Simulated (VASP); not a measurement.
```yaml
crystal:
  lattice:
    - [8.48696, 0.00000, 0.00000]
    - [0.00000, 8.48696, 0.00000]
    - [0.00000, 0.00000, 8.48696]
  atoms:
    - { symbol: Mg, position: [0.50008, 0.00033, 0.99821] }
    - { symbol: Mg, position: [0.74995, 0.25017, 0.00014] }
    - { symbol: Mg, position: [0.75168, 0.00043, 0.25009] }
    - { symbol: Mg, position: [0.00002, 0.00033, 0.99931] }
    - { symbol: Mg, position: [0.24984, 0.25040, 0.00009] }
    - { symbol: Mg, position: [0.49995, 0.50034, 0.98820] }
    - { symbol: Mg, position: [0.75013, 0.75034, 0.00005] }
    - { symbol: Mg, position: [0.24839, 0.00046, 0.25001] }
    - { symbol: Mg, position: [0.49988, 0.23835, 0.25013] }
    - { symbol: Mg, position: [0.76180, 0.50036, 0.25026] }
    - { symbol: Mg, position: [0.50002, 0.00032, 0.50190] }
    - { symbol: Mg, position: [0.75002, 0.25017, 0.50023] }
    - { symbol: Mg, position: [0.75086, 0.00021, 0.75007] }
    - { symbol: Mg, position: [0.99981, 0.50032, 0.99840] }
    - { symbol: Mg, position: [0.24998, 0.75048, 0.00006] }
    - { symbol: Mg, position: [0.99994, 0.24878, 0.25011] }
    - { symbol: Mg, position: [0.23788, 0.50056, 0.25016] }
    - { symbol: Mg, position: [0.50005, 0.76239, 0.25014] }
    - { symbol: Mg, position: [0.00004, 0.00033, 0.50072] }
    - { symbol: Mg, position: [0.24983, 0.25038, 0.50008] }
    - { symbol: Mg, position: [0.49992, 0.50029, 0.51214] }
    - { symbol: Mg, position: [0.75009, 0.75033, 0.50018] }
    - { symbol: Mg, position: [0.24925, 0.00033, 0.75004] }
    - { symbol: Mg, position: [0.49983, 0.24864, 0.75007] }
    - { symbol: Mg, position: [0.75160, 0.50008, 0.75016] }
    - { symbol: Mg, position: [0.99995, 0.75204, 0.25007] }
    - { symbol: Mg, position: [0.99987, 0.50029, 0.50191] }
    - { symbol: Mg, position: [0.24991, 0.75040, 0.50009] }
    - { symbol: Mg, position: [0.99994, 0.24946, 0.75018] }
    - { symbol: Mg, position: [0.24824, 0.50030, 0.75014] }
    - { symbol: Mg, position: [0.50005, 0.75187, 0.75005] }
    - { symbol: Mg, position: [0.00006, 0.75090, 0.75008] }
    - { symbol: O, position: [0.74711, 0.25317, 0.25013] }
    - { symbol: O, position: [0.99988, 0.50045, 0.25022] }
    - { symbol: O, position: [0.99989, 0.25101, 0.49944] }
    - { symbol: O, position: [0.25283, 0.25333, 0.25008] }
    - { symbol: O, position: [0.74722, 0.74750, 0.25013] }
    - { symbol: O, position: [0.00003, 0.00048, 0.25000] }
    - { symbol: O, position: [0.49988, 0.25313, 0.49721] }
    - { symbol: O, position: [0.74714, 0.50031, 0.49732] }
    - { symbol: O, position: [0.99999, 0.74958, 0.49940] }
    - { symbol: O, position: [0.74915, 0.25087, 0.75018] }
    - { symbol: O, position: [0.99991, 0.50015, 0.75015] }
    - { symbol: O, position: [0.99993, 0.25097, 0.00082] }
    - { symbol: O, position: [0.25276, 0.74757, 0.25010] }
    - { symbol: O, position: [0.50000, 0.00036, 0.25008] }
    - { symbol: O, position: [0.25269, 0.50033, 0.49723] }
    - { symbol: O, position: [0.50002, 0.74752, 0.49721] }
    - { symbol: O, position: [0.74932, 0.00027, 0.49941] }
    - { symbol: O, position: [0.25062, 0.25101, 0.75011] }
    - { symbol: O, position: [0.49987, 0.50020, 0.75009] }
    - { symbol: O, position: [0.74933, 0.74944, 0.75018] }
    - { symbol: O, position: [0.00004, 0.00022, 0.75004] }
    - { symbol: O, position: [0.49990, 0.25322, 0.00311] }
    - { symbol: O, position: [0.74707, 0.50023, 0.00304] }
    - { symbol: O, position: [0.00001, 0.74962, 0.00076] }
    - { symbol: O, position: [0.25071, 0.00041, 0.49934] }
    - { symbol: O, position: [0.25073, 0.74957, 0.75008] }
    - { symbol: O, position: [0.50006, 0.00032, 0.75007] }
    - { symbol: O, position: [0.25276, 0.50044, 0.00304] }
    - { symbol: O, position: [0.50008, 0.74744, 0.00296] }
    - { symbol: O, position: [0.74932, 0.00035, 0.00075] }
    - { symbol: O, position: [0.25073, 0.00041, 0.00075] }
    - { symbol: F, position: [0.50014, 0.50075, 0.25035] }
```
Cell charge +1.

Calculation: HSE06 screened hybrid, VASP's PBE PAW potentials (set 64) (plane waves; VASP 6.6.1). Numerical set-up: PREC = Normal, LREAL = Auto, ISYM = 0, NELECT = 256.0, EDIFF = 1E-5, 400 eV cut-off, 1×1×1 Γ-centred mesh, Gaussian smearing of 0.050 eV, potentials Mg O F.

The cell is charged, with a uniform compensating background. The supercell is sampled at Γ alone, which is coarse: total energies, pressure and levels can be off, energies of defects by several tenths of an eV.

Task: Estimate the energy per atom (σ→0).

Result: 
```json
{
  "energy per atom (σ→0)": "-7.155 eV/atom"
}
```

The cell is a supercell with a defect, built from MgO (rock salt): F_O, charge +1. The cell's shape comes from a PBE relaxation. The run is not spin-polarised, so no state with unpaired spins was tried.
